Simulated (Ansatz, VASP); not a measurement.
Two plane-wave programs on HfZrGe4

The input INCAR:

```
SYSTEM = HfZrGe4
PREC = Accurate
ENCUT = 520
EDIFF = 1E-6
ISMEAR = 0
SIGMA = 0.1
LREAL = .False.
LASPH = .True.
NELM = 100
ALGO = Normal
ISIF = 2
LWAVE = .False.
LCHARG = .False.
GGA = PE
NBANDS = 48
```

Contents of KPOINTS:

```
regular mesh
0
Gamma
  4 4 4
  0 0 0
```

Contents of POSCAR:

```
HfZrGe4
1.0
    0.0000000000      3.7653278900      3.7653278900
    3.7653278900      0.0000000000      3.7653278900
    3.7653278900      3.7653278900      0.0000000000
Zr Hf Ge
1 1 4
Direct
    0.2500000000      0.2500000000      0.2500000000
    0.0000000000      0.0000000000      0.0000000000
    0.6249476700      0.1251570000      0.6249476700
    0.6249476700      0.6249476700      0.6249476700
    0.1251570000      0.6249476700      0.6249476700
    0.6249476700      0.6249476700      0.1251570000
```

Input for Ansatz:

```yaml
crystal:
  lattice:
    - [0.0, 3.76532789, 3.76532789]
    - [3.76532789, 0.0, 3.76532789]
    - [3.76532789, 3.76532789, 0.0]
  atoms:
    - { symbol: Zr, position: [0.25, 0.25, 0.25] }
    - { symbol: Hf, position: [0.0, 0.0, 0.0] }
    - { symbol: Ge, position: [0.62494767, 0.125157, 0.62494767] }
    - { symbol: Ge, position: [0.62494767, 0.62494767, 0.62494767] }
    - { symbol: Ge, position: [0.125157, 0.62494767, 0.62494767] }
    - { symbol: Ge, position: [0.62494767, 0.62494767, 0.125157] }
basis:
  ecutwfc: 420
kpoints:
  mp_grid: { grid: [4, 4, 4] }
hamiltonian:
  xc: pbe
scf:
  occupations: { method: gaussian, width: 0.1 }
  lower_state_search: "off"
output:
  forces: true
  stress: true
  eigenvalues: true
```

Change from the starting cell: species swapped into the YbCdNi4 type (F-43m, No. 216).

Alike in both runs: task single point; functional PBE; k mesh 4 × 4 × 4; occupations gaussian, width 0.1 eV; no spin polarisation.

|  | VASP | Ansatz |
| --- | --- | --- |
| version | VASP 6.6.1 | Ansatz 0.2.0 |
| potentials or method | VASP PAW PBE potentials, release 64 (Zr_sv, Hf_pv, Ge_d) | scalar-relativistic, plane waves, PAW |
| plane-wave cutoff (eV) | 520 | 420 |
| valence electrons in the cell | 78 | 94 |

|  | VASP | Ansatz | Ansatz less VASP |
| --- | --- | --- | --- |
| gap on the k mesh at the Fermi level (eV) | none | none | - |
| pressure (GPa) | 5.0 | 5.1 | +0.11 |
| rms of the force components (eV/Å) | 0.038 | 0.036 | -0.0020 |

Atom by atom the forces differ by 0.002 eV/Å (rms over components). A gap of «none» marks a metal or a gap that the smearing closes. With one functional, cell and mesh, what is left measures potentials, basis and numerics. The two sets of potentials don't hold the same shells in valence.

Caveats: the k mesh is coarse (spacing up to 0.36 Å⁻¹), so the values aren't converged. The runs have no spin-orbit coupling, so splittings on Hf are missing.
